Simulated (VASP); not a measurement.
Data:

```xyz
2
Lattice="1.8000 -3.1177 0.0000 1.8000 3.1177 0.0000 0.0000 0.0000 5.6900" Properties=species:S:1:pos:R:3 pbc="T T T"
Tb     1.8000     1.0392     1.4225
Tb     1.8000    -1.0392     4.2675
```

These are r2SCAN meta-GGA, VASP's PBE PAW potentials (set 64) (plane waves; VASP 6.6.1) values and carry that method's errors. Run with 400 eV cut-off, 11×11×6 Γ-centred mesh, first-order Methfessel-Paxton smearing of 0.10 eV, potentials Tb_3.

The 4f electrons are frozen in the core of the lanthanide potential, so 4f levels, which can set the real gap, and their magnetism are missing. Energy and stress use the plane-wave basis of the starting cell.

The ions, cell shape and volume are relaxed. Which structure does the run end with?

```xyz
2
Lattice="1.8338 -3.1763 0.0000 1.8338 3.1763 0.0000 0.0000 0.0000 5.5984" Properties=species:S:1:pos:R:3 pbc="T T T"
Tb     1.8338     1.0588     1.3996
Tb     1.8338    -1.0588     4.1988
```
Space group P6_3/mmc (194), at a tolerance of 0.03 Å.

How do energy and volume change from the first to the last step?

The energy (σ→0) changes by -7.2 meV/atom and the volume by +2.1 %, in 7 ionic steps.

| step | E(σ→0) (eV) | max force (eV/Å) | pressure (GPa) | volume (Å³) |
|---|---|---|---|---|
| 1 | -62.4303 | 0.000 | 0.88 | 63.86 |
| 2 | -62.4409 | 0.000 | -0.14 | 65.50 |
| 3 | -62.4415 | 0.000 | -0.39 | 65.89 |
| 4 | -62.4445 | 0.000 | -0.22 | 65.55 |
| 5 | -62.4446 | 0.000 | -0.18 | 65.49 |
| 6 | -62.4448 | 0.000 | 0.06 | 65.12 |
| 7 | -62.4448 | 0.000 | 0.00 | 65.22 |

The compound is Tb in the hcp structure. This run relaxes it. Symmetry was kept, so distortions that lower it aren't found.
